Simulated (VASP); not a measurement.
Output of a VASP run:

File OUTCAR:
```
 ion  position               nearest neighbor table
   1  0.000  0.000  0.000-   3 2.72   4 2.72   5 2.72   3 2.72   4 2.72   4 2.72   5 2.72   4 2.72
                             3 2.72   5 2.72   3 2.72   5 2.72   2 3.33   2 3.33   2 3.33   2 3.33
   2  0.500  0.500  0.500-   3 1.92   4 1.92   5 1.92   5 1.92   3 1.92   4 1.92   1 3.33   1 3.33
                             1 3.33   1 3.33   1 3.33   1 3.33   1 3.33   1 3.33
   3  0.500  0.000  0.500-   2 1.92   2 1.92   1 2.72   1 2.72   1 2.72   1 2.72
   4  0.000  0.500  0.500-   2 1.92   2 1.92   1 2.72   1 2.72   1 2.72   1 2.72
   5  0.500  0.500  0.000-   2 1.92   2 1.92   1 2.72   1 2.72   1 2.72   1 2.72
  LATTYP: Found a simple cubic cell.
 ALAT       =     3.8431643051
 Subroutine PRICEL returns:
 Original cell was already a primitive cell.
 Subroutine GETGRP returns: Found 48 space group operations
The static configuration has the point symmetry O_h .
The dynamic configuration has the point symmetry O_h .
 Subroutine INISYM returns: Found 48 space group operations
 Subroutine IBZKPT returns following result:
 Found     35 irreducible k-points:

 Following reciprocal coordinates:
            Coordinates               Weight
  0.000000  0.000000  0.000000      1.000000
  0.111111  0.000000  0.000000      6.000000
  0.222222  0.000000  0.000000      6.000000
  0.333333  0.000000  0.000000      6.000000
  0.444444  0.000000  0.000000      6.000000
  0.111111  0.111111  0.000000     12.000000
  0.222222  0.111111  0.000000     24.000000
  0.333333  0.111111  0.000000     24.000000
  0.444444  0.111111  0.000000     24.000000
  0.222222  0.222222  0.000000     12.000000
  0.333333  0.222222  0.000000     24.000000
  0.444444  0.222222  0.000000     24.000000
  0.333333  0.333333  0.000000     12.000000
  0.444444  0.333333  0.000000     24.000000
  0.444444  0.444444  0.000000     12.000000
  0.111111  0.111111  0.111111      8.000000
  0.222222  0.111111  0.111111     24.000000
  0.333333  0.111111  0.111111     24.000000
  0.444444  0.111111  0.111111     24.000000
  0.222222  0.222222  0.111111     24.000000
  0.333333  0.222222  0.111111     48.000000
  0.444444  0.222222  0.111111     48.000000
  0.333333  0.333333  0.111111     24.000000
  0.444444  0.333333  0.111111     48.000000
  0.444444  0.444444  0.111111     24.000000
  0.222222  0.222222  0.222222      8.000000
  0.333333  0.222222  0.222222     24.000000
  0.444444  0.222222  0.222222     24.000000
  0.333333  0.333333  0.222222     24.000000
  0.444444  0.333333  0.222222     48.000000
  0.444444  0.444444  0.222222     24.000000
  0.333333  0.333333  0.333333      8.000000
  0.444444  0.333333  0.333333     24.000000
  0.444444  0.444444  0.333333     24.000000
  0.444444  0.444444  0.444444      8.000000
   k-points           NKPTS =     35   k-points in BZ     NKDIM =     35   number of bands    NBANDS=     24
   number of dos      NEDOS =    601   number of ions     NIONS =      5
   total plane-waves  NPLWV =  27000
   dimension x,y,z NGX =    30 NGY =   30 NGZ =   30
   dimension x,y,z NGXF=    60 NGYF=   60 NGZF=   60
   ions per type =               1   1   3
   PREC   = accura    normal or accurate (medium, high low for compatibility)
   ISTART =      0    job   : 0-new  1-cont  2-samecut
   ICHARG =      2    charge: 1-file 2-atom 10-const
   ISPIN  =      1    spin polarized calculation?
   LNONCOLLINEAR =      F non collinear calculations
   LSORBIT =      F    spin-orbit coupling
   INIWAV =      1    electr: 0-lowe 1-rand  2-diag
   ENCUT  =  520.0 eV  38.22 Ry    6.18 a.u.   7.15  7.15  7.15*2*pi/ulx,y,z
   NELM   =    100;   NELMIN=  2; NELMDL= -5     # of ELM steps
   EDIFF  = 0.1E-06   stopping-criterion for ELM
   LREAL  =      F    real-space projection
   NLSPLINE    = F    spline interpolate recip. space projectors
   LMAXMIX     =    4 max onsite mixed and CHGCAR
   VOSKOWN=      0    Vosko Wilk Nusair interpolation
   EDIFFG = 0.1E-05   stopping-criterion for IOM
   NSW    =      0    number of steps for IOM
   NBLOCK =      1;   KBLOCK =      1    inner block; outer block
   IBRION =     -1    ionic relax: 0-MD 1-quasi-New 2-CG
...
```

### OSZICAR
```
       N       E                     dE             d eps       ncg     rms          rms(c)
DAV:   1     0.456719765421E+03    0.45672E+03   -0.24108E+04  1680   0.180E+03
DAV:   2    -0.215039430251E+02   -0.47822E+03   -0.47456E+03  2144   0.491E+02
DAV:   3    -0.489141416786E+02   -0.27410E+02   -0.27317E+02  1784   0.129E+02
DAV:   4    -0.497623152964E+02   -0.84817E+00   -0.84734E+00  2904   0.197E+01
DAV:   5    -0.497706107877E+02   -0.82955E-02   -0.82708E-02  1992   0.153E+00    0.388E+01
DAV:   6    -0.409654797116E+02    0.88051E+01   -0.97722E+01  2248   0.748E+01    0.187E+01
DAV:   7    -0.399665419418E+02    0.99894E+00   -0.32756E+01  1976   0.514E+01    0.176E+01
DAV:   8    -0.392666575678E+02    0.69988E+00   -0.32769E+00  1896   0.165E+01    0.458E+00
DAV:   9    -0.392908204594E+02   -0.24163E-01   -0.48441E-01  2240   0.497E+00    0.201E+00
DAV:  10    -0.392739252199E+02    0.16895E-01   -0.32464E-01  1848   0.530E+00    0.894E-01
DAV:  11    -0.392667008412E+02    0.72244E-02   -0.59649E-02  1832   0.212E+00    0.297E-01
DAV:  12    -0.392663533477E+02    0.34749E-03   -0.34706E-03  2072   0.552E-01    0.821E-02
DAV:  13    -0.392663431046E+02    0.10243E-04   -0.23962E-04  2088   0.113E-01    0.255E-02
DAV:  14    -0.392663413845E+02    0.17201E-05   -0.68383E-05  1936   0.508E-02    0.986E-03
DAV:  15    -0.392663407763E+02    0.60822E-06   -0.10606E-05  1984   0.314E-02    0.111E-02
DAV:  16    -0.392663410522E+02   -0.27589E-06   -0.25705E-06  1832   0.156E-02    0.318E-03
DAV:  17    -0.392663409982E+02    0.54041E-07   -0.18692E-07  1320   0.305E-03
   1 F= -.40181513E+02 E0= -.40181513E+02  d E =0.000000E+00
```

**OUTCAR**
```
------------------------ aborting loop because EDIFF is reached ----------------------------------------
 Edisp (eV)   -0.91517
  FORCE on cell =-STRESS in cart. coord.  units (eV):
  Direction    XX          YY          ZZ          XY          YZ          ZX
  --------------------------------------------------------------------------------------
  Total       0.03584     0.03584     0.03584    -0.00000     0.00000    -0.00000
  in kB       1.01165     1.01165     1.01165    -0.00000     0.00000    -0.00000
  external pressure =        1.01 kB  Pullay stress =        0.00 kB
  volume of cell :       56.76
      direct lattice vectors                 reciprocal lattice vectors
     3.843164305  0.000000000  0.000000000     0.260202250  0.000000000  0.000000000
     0.000000000  3.843164305  0.000000000     0.000000000  0.260202250  0.000000000
     0.000000000  0.000000000  3.843164305     0.000000000  0.000000000  0.260202250
 POSITION                                       TOTAL-FORCE (eV/Angst)
 -----------------------------------------------------------------------------------
      0.00000      0.00000      0.00000         0.000000      0.000000      0.000000
      1.92158      1.92158      1.92158         0.000000      0.000000      0.000000
      1.92158      0.00000      1.92158         0.000000      0.000000      0.000000
      0.00000      1.92158      1.92158         0.000000      0.000000      0.000000
      1.92158      1.92158      0.00000         0.000000      0.000000      0.000000
 -----------------------------------------------------------------------------------
    total drift:                                0.000000      0.000000     -0.000000
  FREE ENERGIE OF THE ION-ELECTRON SYSTEM (eV)
  ---------------------------------------------------
  free  energy   TOTEN  =       -40.1815134837 eV

  energy  without entropy=      -40.1815134837  energy(sigma->0) =      -40.18151348

 total charge

# of ion       s       p       d       tot
------------------------------------------
    1        2.000   5.802   0.218   8.020
    2        2.285   6.348   2.954  11.587
    3        1.564   3.482   0.000   5.046
    4        1.564   3.482   0.000   5.046
    5        1.564   3.482   0.000   5.046
--------------------------------------------------
tot          8.978  22.595   3.172  34.745

 Electric field gradients after diagonalization (V/A^2)
 (convention: |V_zz| > |V_xx| > |V_yy|)
----------------------------------------------------------------------
 ion       V_xx      V_yy      V_zz     asymmetry (V_yy - V_xx)/ V_zz
----------------------------------------------------------------------
   1      -0.000    -0.000    -0.000      -0.170
   2       0.000    -0.000     0.000      -1.023
   3     -15.205   -15.205    30.409       0.000
   4     -15.205   -15.205    30.409       0.000
   5     -15.205   -15.205    30.409       0.000
```
(Selected blocks of OUTCAR.)

**POSCAR**
```
SrVO3
1
    3.8431643051     0.0000000000     0.0000000000
    0.0000000000     3.8431643051     0.0000000000
   -0.0000000000    -0.0000000000     3.8431643051
Sr V O
1 1 3
Direct
  0.0000000000   0.0000000000   0.0000000000
  0.5000000000   0.5000000000   0.5000000000
  0.5000000000   0.0000000000   0.5000000000
  0.0000000000   0.5000000000   0.5000000000
  0.5000000000   0.5000000000   0.0000000000
```

**Question.** Write an INCAR and KPOINTS that could have produced this output.

**Answer.** Several could match; the one computed here: the input of the run itself, PBE GGA with D3 dispersion (zero damping), plane waves, VASP's PBE PAW potentials (set 64).

### INCAR
```
! general
SYSTEM  = SrVO3
PREC    = Accurate
ENCUT   = 520
LREAL   = F
LASPH   = T

! electronic loop
EDIFF   = 1E-7   ! SCF stop (eV)
NELM    = 100
ALGO    = Normal   ! blocked Davidson
LMAXMIX = 4   ! l cut-off of mixed one-centre charges

! smearing
ISMEAR  = -5

! functional
GGA     = PE   ! PBE
IVDW    = 11

! ions
ISIF    = 2

! output
LWAVE   = F
LCHARG  = T
LORBIT  = 11   ! lm-projected
NEDOS   = 601   ! DOS grid

! other
LEFG    = T
```

**KPOINTS**
```
Regular mesh
0
Gamma
 9 9 9
0 0 0
```

POTCAR, in this order: Sr_sv V_sv O (PBE.64 set). Program: vasp_std.

For a metal the tetrahedron method with Blöchl corrections gives inexact stress and forces.

The compound is SrVO3 in the cubic perovskite structure. It was relaxed first. The run is not spin-polarised, so no magnetic state was tried. The electron count is odd and the run is not spin-polarised, which forces a metal.
